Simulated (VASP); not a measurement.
Computed with PBEsol GGA, VASP's PBE PAW potentials (set 64) (plane waves; VASP 6.6.1).

A VASP calculation is set up with these files.

**KPOINTS**
```
Automatic mesh
0
Gamma
8 8 8
0 0 0
```

### INCAR
```
ISIF = 3
LREAL = .FALSE.   # projection in real space or not
GGA = PS   # PBEsol
NSW = 60
PREC = Accurate
LCHARG = .FALSE.
LMAXMIX = 4
ALGO = Normal
IBRION = 2   # conjugate gradients
LASPH = .TRUE.   # aspherical one-centre terms
ENCUT = 520
NELM = 100   # most electronic steps
ISMEAR = 0   # Gaussian
LWAVE = .FALSE.
EDIFFG = -0.01   # ionic stop
EDIFF = 1E-6
SIGMA = 0.05
SYSTEM = CdF2
```

File POSCAR:
```
CdF2
1
    0.0000000000     2.6950000000     2.6950000000
    2.6950000000     0.0000000000     2.6950000000
    2.6950000000     2.6950000000     0.0000000000
Cd F
1 2
Direct
  0.0000000000   0.0000000000   0.0000000000
  0.2500000000   0.2500000000   0.2500000000
  0.7500000000   0.7500000000   0.7500000000
```

POTCAR, in this order: Cd F (PBE.64 set). Program: vasp_std.

The resulting files:

### OUTCAR
```
 ion  position               nearest neighbor table
   1  0.000  0.000  0.000-   3 2.33   3 2.33   3 2.33   2 2.33   2 2.33   2 2.33   3 2.33   2 2.33
  LATTYP: Found a face centered cubic cell.
 ALAT       =     5.3900000000
 Subroutine PRICEL returns:
 Original cell was already a primitive cell.
 Subroutine GETGRP returns: Found 48 space group operations
The static configuration has the point symmetry O_h .
The dynamic configuration has the point symmetry O_h .
 Subroutine INISYM returns: Found 48 space group operations
 Subroutine IBZKPT returns following result:
 Found     29 irreducible k-points:

 Following reciprocal coordinates:
            Coordinates               Weight
  0.000000  0.000000  0.000000      1.000000
  0.125000  0.000000  0.000000      8.000000
  0.250000  0.000000  0.000000      8.000000
  0.375000  0.000000  0.000000      8.000000
  0.500000  0.000000  0.000000      4.000000
  0.125000  0.125000  0.000000      6.000000
  0.250000  0.125000  0.000000     24.000000
  0.375000  0.125000  0.000000     24.000000
  0.500000  0.125000  0.000000     24.000000
 -0.375000  0.125000  0.000000     24.000000
 -0.250000  0.125000  0.000000     24.000000
 -0.125000  0.125000  0.000000     12.000000
  0.250000  0.250000  0.000000      6.000000
  0.375000  0.250000  0.000000     24.000000
  0.500000  0.250000  0.000000     24.000000
 -0.375000  0.250000  0.000000     24.000000
 -0.250000  0.250000  0.000000     12.000000
  0.375000  0.375000  0.000000      6.000000
  0.500000  0.375000  0.000000     24.000000
 -0.375000  0.375000  0.000000     12.000000
  0.500000  0.500000  0.000000      3.000000
  0.375000  0.250000  0.125000     24.000000
  0.500000  0.250000  0.125000     48.000000
 -0.375000  0.250000  0.125000     24.000000
  0.500000  0.375000  0.125000     24.000000
 -0.375000  0.375000  0.125000     48.000000
 -0.250000  0.375000  0.125000     24.000000
 -0.375000  0.500000  0.125000     12.000000
 -0.250000  0.500000  0.250000      6.000000
   k-points           NKPTS =     29   k-points in BZ     NKDIM =     29   number of bands    NBANDS=     17
   number of dos      NEDOS =    301   number of ions     NIONS =      3
   total plane-waves  NPLWV =  21952
   dimension x,y,z NGX =    28 NGY =   28 NGZ =   28
   dimension x,y,z NGXF=    56 NGYF=   56 NGZF=   56
   ions per type =               1   2
   PREC   = accura    normal or accurate (medium, high low for compatibility)
   ISTART =      0    job   : 0-new  1-cont  2-samecut
   ICHARG =      2    charge: 1-file 2-atom 10-const
   ISPIN  =      1    spin polarized calculation?
   LNONCOLLINEAR =      F non collinear calculations
   LSORBIT =      F    spin-orbit coupling
   INIWAV =      1    electr: 0-lowe 1-rand  2-diag
   ENCUT  =  520.0 eV  38.22 Ry    6.18 a.u.   7.09  7.09  7.09*2*pi/ulx,y,z
   NELM   =    100;   NELMIN=  2; NELMDL= -5     # of ELM steps
   EDIFF  = 0.1E-05   stopping-criterion for ELM
   LREAL  =      F    real-space projection
   NLSPLINE    = F    spline interpolate recip. space projectors
   LMAXMIX     =    4 max onsite mixed and CHGCAR
   VOSKOWN=      0    Vosko Wilk Nusair interpolation
   EDIFFG = -.1E-01   stopping-criterion for IOM
   NSW    =     60    number of steps for IOM
   NBLOCK =      1;   KBLOCK =     60    inner block; outer block
   IBRION =      2    ionic relax: 0-MD 1-quasi-New 2-CG
   NFREE  =      1    steps in history (QN), initial steepest desc. (CG)
   ISIF   =      3    stress and relaxation
   ISYM   =      2    0-nonsym 1-usesym 2-fastsym
   TEIN   =    0.0    initial temperature
   TEBEG  =    0.0;   TEEND  =   0.0 temperature during run
   SMASS  =  -3.00    Nose mass-parameter (am)
   PSTRESS=    0.0 pullay stress
...
```

**OSZICAR**
```
       N       E                     dE             d eps       ncg     rms          rms(c)
DAV:   1     0.206908584702E+03    0.20691E+03   -0.15784E+04   994   0.156E+03
DAV:   2    -0.432989769176E+01   -0.21124E+03   -0.20380E+03  1138   0.388E+02
DAV:   3    -0.129819217377E+02   -0.86520E+01   -0.86327E+01  1074   0.886E+01
DAV:   4    -0.130240157706E+02   -0.42094E-01   -0.42088E-01  1150   0.613E+00
DAV:   5    -0.130241635186E+02   -0.14775E-03   -0.14774E-03  1060   0.322E-01    0.973E+00
DAV:   6    -0.115882045468E+02    0.14360E+01   -0.42933E+00  1283   0.415E+01    0.747E+00
DAV:   7    -0.116135507066E+02   -0.25346E-01   -0.72120E-01   992   0.884E+00    0.441E+00
DAV:   8    -0.116024020478E+02    0.11149E-01   -0.16258E-01  1067   0.408E+00    0.718E-01
DAV:   9    -0.115926614653E+02    0.97406E-02   -0.39265E-02  1255   0.254E+00    0.106E-01
DAV:  10    -0.115931474229E+02   -0.48596E-03   -0.35303E-03  1008   0.656E-01    0.981E-02
DAV:  11    -0.115932432286E+02   -0.95806E-04   -0.12815E-04  1100   0.154E-01    0.483E-02
DAV:  12    -0.115932728595E+02   -0.29631E-04   -0.11905E-04  1011   0.100E-01    0.161E-02
DAV:  13    -0.115932760625E+02   -0.32030E-05   -0.76617E-06  1082   0.306E-02    0.340E-03
DAV:  14    -0.115932763624E+02   -0.29991E-06   -0.70160E-07   775   0.583E-03
   1 F= -.11593276E+02 E0= -.11593276E+02  d E =-.115933E+02
       N       E                     dE             d eps       ncg     rms          rms(c)
DAV:   1    -0.115998248548E+02   -0.65488E-02   -0.13622E-01   993   0.452E+00    0.618E-01
DAV:   2    -0.115939037520E+02    0.59211E-02   -0.21945E-02   997   0.145E+00    0.140E-01
DAV:   3    -0.115934822051E+02    0.42155E-03   -0.10349E-03   992   0.641E-01    0.143E-01
DAV:   4    -0.115934222096E+02    0.59996E-04   -0.15424E-04   995   0.159E-01    0.977E-02
DAV:   5    -0.115934049405E+02    0.17269E-04   -0.35305E-05  1027   0.769E-02    0.119E-02
DAV:   6    -0.115934031342E+02    0.18063E-05   -0.73783E-06  1099   0.552E-02    0.218E-03
DAV:   7    -0.115934030948E+02    0.39335E-07   -0.77576E-07   643   0.933E-03
   2 F= -.11593403E+02 E0= -.11593403E+02  d E =-.126732E-03
       N       E                     dE             d eps       ncg     rms          rms(c)
DAV:   1    -0.115940808650E+02   -0.67773E-03   -0.13757E-02   992   0.143E+00    0.196E-01
DAV:   2    -0.115934803494E+02    0.60052E-03   -0.22243E-03   995   0.460E-01    0.442E-02
DAV:   3    -0.115934372406E+02    0.43109E-04   -0.10446E-04   993   0.206E-01    0.449E-02
DAV:   4    -0.115934320216E+02    0.52190E-05   -0.15928E-05   970   0.510E-02    0.307E-02
DAV:   5    -0.115934318246E+02    0.19701E-06   -0.37008E-06  1027   0.253E-02
   3 F= -.11593432E+02 E0= -.11593432E+02  d E =-.155462E-03
```

### OUTCAR
```
------------------------ aborting loop because EDIFF is reached ----------------------------------------
  FORCE on cell =-STRESS in cart. coord.  units (eV):
  Direction    XX          YY          ZZ          XY          YZ          ZX
  --------------------------------------------------------------------------------------
  Total       -0.0017746     -0.0017746     -0.0017746     -0.0000000      0.0000000      0.0000000
  in kB       -0.0723894     -0.0723894     -0.0723894     -0.0000000      0.0000000      0.0000000
  external PRESSURE =      -0.0723894 kB  Pullay stress =       0.0000000 kB
  volume of cell :       39.28
      direct lattice vectors                 reciprocal lattice vectors
     0.000000000  2.697938534  2.697938534    -0.185326683  0.185326683  0.185326683
     2.697938534 -0.000000000  2.697938534     0.185326683 -0.185326683  0.185326683
     2.697938534  2.697938534 -0.000000000     0.185326683  0.185326683 -0.185326683
 POSITION                                       TOTAL-FORCE (eV/Angst)
 -----------------------------------------------------------------------------------
      0.00000      0.00000     -0.00000         0.000000      0.000000      0.000000
      1.34897      1.34897      1.34897         0.000000     -0.000000     -0.000000
      4.04691      4.04691      4.04691        -0.000000     -0.000000      0.000000
 -----------------------------------------------------------------------------------
    total drift:                                0.000000      0.000000      0.000000
  FREE ENERGIE OF THE ION-ELECTRON SYSTEM (eV)
  ---------------------------------------------------
  free  energy   TOTEN  =       -11.5934318246 eV

  energy  without entropy=      -11.5934318246  energy(sigma->0) =      -11.59343182

 reached required accuracy - stopping structural energy minimisation
```
(Selected blocks of OUTCAR.)

### CONTCAR
```
CdF2
   1.00000000000000
     0.0000000000000000    2.6979385335794053    2.6979385335794053
     2.6979385335794053   -0.0000000000000000    2.6979385335794053
     2.6979385335794053    2.6979385335794053   -0.0000000000000000
  Cd              F
     1     2
Direct
     0.0000000000000000    0.0000000000000000    0.0000000000000000
     0.2500000000000000    0.2500000000000000    0.2500000000000000
     0.7500000000000000    0.7500000000000000    0.7500000000000000
```

**OUTCAR**
```
 val. band max:       -1.4768316327   @ k =  -0.2500   0.5000   0.2500

 cond. band min:       1.4119215411   @ k =   0.0000   0.0000   0.0000


 Fermi energy:        -1.1666667873

 k-point     1 :       0.0000    0.0000    0.0000
  band No.  band energies     occupation
      1     -22.1689      2.00000
      2     -21.0459      2.00000
      3      -7.0897      2.00000
      4      -7.0897      2.00000
      5      -7.0897      2.00000
      6      -5.8568      2.00000
      7      -5.8568      2.00000
      8      -2.4587      2.00000
      9      -2.4587      2.00000
     10      -2.4587      2.00000
     11      -1.9722      2.00000
     12      -1.9722      2.00000
     13      -1.9722      2.00000
     14       1.4119      0.00000
     15      11.0036      0.00000
     16      11.0036      0.00000
     17      11.0036      0.00000

 k-point     2 :       0.1250    0.0000    0.0000
  band No.  band energies     occupation
      1     -22.1181      2.00000
      2     -21.0900      2.00000
      3      -7.0300      2.00000
      4      -7.0300      2.00000
      5      -6.9225      2.00000
      6      -5.8752      2.00000
      7      -5.8752      2.00000
      8      -2.9464      2.00000
      9      -2.5648      2.00000
     10      -2.5648      2.00000
     11      -2.0833      2.00000
     12      -1.9613      2.00000
     13      -1.9613      2.00000
     14       2.0048      0.00000
     15      10.2902      0.00000
     16      11.2334      0.00000
     17      11.2334      0.00000

 k-point     3 :       0.2500    0.0000    0.0000
  band No.  band energies     occupation
      1     -21.9815      2.00000
      2     -21.2122      2.00000
      3      -6.8922      2.00000
      4      -6.8922      2.00000
      5      -6.4731      2.00000
      6      -5.8906      2.00000
      7      -5.8906      2.00000
      8      -3.6934      2.00000
      9      -2.8510      2.00000
     10      -2.8510      2.00000
     11      -2.6127      2.00000
...
```

The compound is CdF2 in the fluorite structure. This run relaxes it. Symmetry was kept, so distortions that lower it aren't found.
